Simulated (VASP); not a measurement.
Here is the system:

```yaml
crystal:
  lattice:
    - [1.28844, -2.23165, 0.00000]
    - [1.28844, 2.23165, 0.00000]
    - [0.00000, 0.00000, 4.26403]
  atoms:
    - { symbol: B, position: [0.66667, 0.33333, 0.50007] }
    - { symbol: B, position: [0.33333, 0.66667, 0.00007] }
    - { symbol: N, position: [0.66667, 0.33333, 0.87493] }
    - { symbol: N, position: [0.33333, 0.66667, 0.37493] }
```

Calculation: vdW-DF2, VASP's PBE PAW potentials (set 64) (plane waves; VASP). Settings: 520 eV cut-off, 11×11×6 Γ-centred mesh, tetrahedra with Blöchl corrections, potentials B N.

The cores are frozen, which limits the accuracy of field gradients.

Problem. Give the principal components of the electric field gradient (V/Å²) and the asymmetry η at each nucleus.

Solution. 
```csv
atom,Vxx,Vyy,Vzz,η
B1,-0.6,-0.6,1.2,0.00
B2,-0.6,-0.6,1.2,0.00
N3,-2.2,-2.2,4.3,0.00
N4,-2.2,-2.2,4.3,0.00
```

The compound is BN in the wurtzite structure, a metastable high-pressure form. It was relaxed first.
